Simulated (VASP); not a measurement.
Band gaps of Cu₃N (space group Pm-3m) from VASP (PAW), without and with spin-orbit coupling. Semilocal levels are at their own relaxed cell, hybrids and mBJ at PBE's; 0.00 means no gap at that level.

The cell of the PBE-D3(BJ) run:

Space group Pm-3m (No. 221); a = b = c = 3.786 Å, α = β = γ = 90.00°

```csv
atom,site,symmetry,x,y,z
Cu,3d,4/mm.m,0.0000,0.0000,0.5000
N,1a,m-3m,0.0000,0.0000,0.0000
```

```csv
level,gap without SOC (eV),gap with SOC (eV),shift (eV)
PBE-D3(BJ),0.14,…,…
```

Problem. Complete the blanks.

Solution. 
- PBE-D3(BJ), gap with SOC (eV): 0.08
- PBE-D3(BJ), shift (eV): -0.06

Only levels that ran to the end are used. Left out are those held back, those with too coarse a band path, GW runs whose mesh misses a band edge, hybrids' fits of cells that aren't cubic and levels without matching references; a question may draw on a part of the rest.

The structure comes from a measured Cu3N entry (Pm-3m) of the Crystallography Open Database, whose conditions weren't checked. It was relaxed first. Symmetry was kept, so distortions that lower it aren't found.
